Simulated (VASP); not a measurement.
Output of a VASP run:

OUTCAR:
```
 ion  position               nearest neighbor table
   1  0.000  0.000  0.000-   2 2.50   2 2.50   2 2.50   2 2.50
   2  0.250  0.250  0.250-   1 2.50   1 2.50   1 2.50   1 2.50
  LATTYP: Found a face centered cubic cell.
 ALAT       =     5.7758750718
 Subroutine PRICEL returns:
 Original cell was already a primitive cell.
 Subroutine GETGRP returns: Found 24 space group operations
The static configuration has the point symmetry T_d .
The dynamic configuration has the point symmetry T_d .
 Subroutine INISYM returns: Found 24 space group operations
 Subroutine IBZKPT returns following result:
 Found     29 irreducible k-points:

 Following reciprocal coordinates:
            Coordinates               Weight
  0.000000  0.000000  0.000000      1.000000
  0.125000  0.000000  0.000000      8.000000
  0.250000  0.000000  0.000000      8.000000
  0.375000  0.000000  0.000000      8.000000
  0.500000  0.000000  0.000000      4.000000
  0.125000  0.125000  0.000000      6.000000
  0.250000  0.125000  0.000000     24.000000
  0.375000  0.125000  0.000000     24.000000
  0.500000  0.125000  0.000000     24.000000
 -0.375000  0.125000  0.000000     24.000000
 -0.250000  0.125000  0.000000     24.000000
 -0.125000  0.125000  0.000000     12.000000
  0.250000  0.250000  0.000000      6.000000
  0.375000  0.250000  0.000000     24.000000
  0.500000  0.250000  0.000000     24.000000
 -0.375000  0.250000  0.000000     24.000000
 -0.250000  0.250000  0.000000     12.000000
  0.375000  0.375000  0.000000      6.000000
  0.500000  0.375000  0.000000     24.000000
 -0.375000  0.375000  0.000000     12.000000
  0.500000  0.500000  0.000000      3.000000
  0.375000  0.250000  0.125000     24.000000
  0.500000  0.250000  0.125000     48.000000
 -0.375000  0.250000  0.125000     24.000000
  0.500000  0.375000  0.125000     24.000000
 -0.375000  0.375000  0.125000     48.000000
 -0.250000  0.375000  0.125000     24.000000
 -0.375000  0.500000  0.125000     12.000000
 -0.250000  0.500000  0.250000      6.000000
   k-points           NKPTS =     29   k-points in BZ     NKDIM =     29   number of bands    NBANDS=     13
   number of dos      NEDOS =    301   number of ions     NIONS =      2
   total plane-waves  NPLWV =  27000
   dimension x,y,z NGX =    30 NGY =   30 NGZ =   30
   dimension x,y,z NGXF=    60 NGYF=   60 NGZF=   60
   ions per type =               1   1
   PREC   = accura    normal or accurate (medium, high low for compatibility)
   ISTART =      0    job   : 0-new  1-cont  2-samecut
   ICHARG =      2    charge: 1-file 2-atom 10-const
   ISPIN  =      1    spin polarized calculation?
   LNONCOLLINEAR =      F non collinear calculations
   LSORBIT =      F    spin-orbit coupling
   INIWAV =      1    electr: 0-lowe 1-rand  2-diag
   ENCUT  =  520.0 eV  38.22 Ry    6.18 a.u.   7.59  7.59  7.59*2*pi/ulx,y,z
   NELM   =    100;   NELMIN=  2; NELMDL= -5     # of ELM steps
   EDIFF  = 0.1E-06   stopping-criterion for ELM
   LREAL  =      F    real-space projection
   NLSPLINE    = F    spline interpolate recip. space projectors
   LMAXMIX     =    4 max onsite mixed and CHGCAR
   VOSKOWN=      0    Vosko Wilk Nusair interpolation
   EDIFFG = 0.1E-05   stopping-criterion for IOM
   NSW    =      0    number of steps for IOM
   NBLOCK =      1;   KBLOCK =      1    inner block; outer block
   IBRION =     -1    ionic relax: 0-MD 1-quasi-New 2-CG
   NFREE  =      0    steps in history (QN), initial steepest desc. (CG)
   ISIF   =      2    stress and relaxation
   ISYM   =      2    0-nonsym 1-usesym 2-fastsym
   TEIN   =    0.0    initial temperature
   TEBEG  =    0.0;   TEEND  =   0.0 temperature during run
   SMASS  =  -3.00    Nose mass-parameter (am)
   PSTRESS=    0.0 pullay stress
   NELECT =      18.0000    total number of electrons
   EFERMI =   0.00;   METHOD = LEGACY
   ISMEAR =     0;   SIGMA  =   0.05  broadening in eV -4-tet -1-fermi 0-gaus
   IALGO  =     38    algorithm
...
```

### OSZICAR
```
       N       E                     dE             d eps       ncg     rms          rms(c)
DAV:   1     0.897975177803E+02    0.89798E+02   -0.89123E+03   754   0.154E+03
DAV:   2     0.473136313137E+01   -0.85066E+02   -0.81743E+02   804   0.270E+02
DAV:   3    -0.103491657963E+01   -0.57663E+01   -0.57362E+01   909   0.707E+01
DAV:   4    -0.109376196485E+01   -0.58845E-01   -0.58828E-01   839   0.761E+00
DAV:   5    -0.109410871507E+01   -0.34675E-03   -0.34674E-03   874   0.549E-01    0.410E+00
DAV:   6    -0.753582161398E+00    0.34053E+00   -0.84888E-01  1135   0.272E+01    0.302E+00
DAV:   7    -0.739298954261E+00    0.14283E-01   -0.19866E-01   794   0.452E+00    0.133E+00
DAV:   8    -0.739796125530E+00   -0.49717E-03   -0.51300E-03   864   0.701E-01    0.480E-01
DAV:   9    -0.740108295668E+00   -0.31217E-03   -0.15834E-03   814   0.421E-01    0.717E-02
DAV:  10    -0.740142737174E+00   -0.34442E-04   -0.64110E-05   889   0.118E-01    0.193E-02
DAV:  11    -0.740148755976E+00   -0.60188E-05   -0.19243E-05   859   0.733E-02    0.289E-03
DAV:  12    -0.740148653727E+00    0.10225E-06   -0.92427E-07   859   0.151E-02    0.134E-03
DAV:  13    -0.740148523705E+00    0.13002E-06   -0.94159E-08   512   0.403E-03    0.252E-04
DAV:  14    -0.740148495568E+00    0.28137E-07   -0.74615E-09   432   0.142E-03
   1 F= -.74014850E+00 E0= -.74014850E+00  d E =-.771790E-16
```

### OUTCAR
```
------------------------ aborting loop because EDIFF is reached ----------------------------------------
  FORCE on cell =-STRESS in cart. coord.  units (eV):
  Direction    XX          YY          ZZ          XY          YZ          ZX
  --------------------------------------------------------------------------------------
  Total        0.9954309      0.9954309      0.9954309      0.0000000      0.0000000     -0.0000000
  in kB       33.1076478     33.1076478     33.1076478      0.0000000      0.0000000     -0.0000000
  external PRESSURE =      33.1076478 kB  Pullay stress =       0.0000000 kB
  volume of cell :       48.17
      direct lattice vectors                 reciprocal lattice vectors
     0.000000000  2.887937536  2.887937536    -0.173133939  0.173133939  0.173133939
     2.887937536  0.000000000  2.887937536     0.173133939 -0.173133939  0.173133939
     2.887937536  2.887937536  0.000000000     0.173133939  0.173133939 -0.173133939
  FREE ENERGIE OF THE ION-ELECTRON SYSTEM (eV)
  ---------------------------------------------------
  free  energy   TOTEN  =        -0.7401484956 eV

  energy  without entropy=       -0.7401484956  energy(sigma->0) =       -0.74014850
```
(Selected blocks of OUTCAR.)

**POSCAR**
```
ZnSe
1
    0.0000000000     2.8879375359     2.8879375359
    2.8879375359     0.0000000000     2.8879375359
    2.8879375359     2.8879375359     0.0000000000
Zn Se
1 1
Direct
  1.0000000000   1.0000000000   0.0000000000
  0.2500000000   0.2500000000   0.2500000000
```

Write an INCAR and KPOINTS that could have produced this output.

This is not unique; one that fits is the input of the run itself, vdW-DF2, plane waves, VASP's PBE PAW potentials (set 64).

INCAR:
```
SYSTEM=ZnSe
PREC=Accurate; ENCUT=520; LREAL=.False.
LASPH=.True.
EDIFF=1E-7; NELM=100; ALGO=Normal
LMAXMIX=4
ISMEAR=0; SIGMA=0.05
GGA=ML; LUSE_VDW=.True.; AGGAC=0.0
ZAB_VDW=-1.8867
ISIF=2
LWAVE=.False.; LCHARG=.False.
```

### KPOINTS
```
Regular mesh
0
gamma
 8 8 8
```

POTCAR, in this order: Zn Se (PBE.64 set). Program: vasp_std.

The compound is ZnSe in the zinc blende structure. This cell is one point of a volume scan, at 0.94 of the reference volume.
